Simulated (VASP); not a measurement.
Given:

```
CELL_PARAMETERS angstrom
      0.00000     2.72642     2.72642
      2.72642     0.00000     2.72642
      2.72642     2.72642     0.00000
ATOMIC_POSITIONS crystal
  Cd 0.00000 0.00000 0.00000
  S  0.50000 0.50000 0.50000
```

The numbers are results of r2SCAN meta-GGA, VASP's PBE PAW potentials (set 64) (plane waves; VASP), not measurements. Settings: 400 eV cut-off, 9×9×9 Γ-centred mesh, tetrahedra with Blöchl corrections, potentials Cd S.

Task: Give the energies of bands 6 to 11 at the high-symmetry points, in eV from the valence-band maximum.

Result: 
```tsv
band	Γ	X	U	L	W
6	-7.86	-6.85	-7.16	-7.65	-7.05
7	-0.77	-4.36	-3.75	-4.92	-3.30
8	-0.77	-2.21	-3.54	0.00	-3.30
9	-0.77	-2.21	-1.43	0.00	-2.82
10	1.58	0.73	2.58	4.05	3.88
11	9.73	6.42	7.12	6.45	7.42
```

The gap is indirect, 0.73 eV, from the valence maximum at K-Γ at 0.44 to the conduction minimum at X.

The structure comes from a computed database's CdS entry (Fm-3m); how it stands against other phases isn't given here. It was relaxed first.
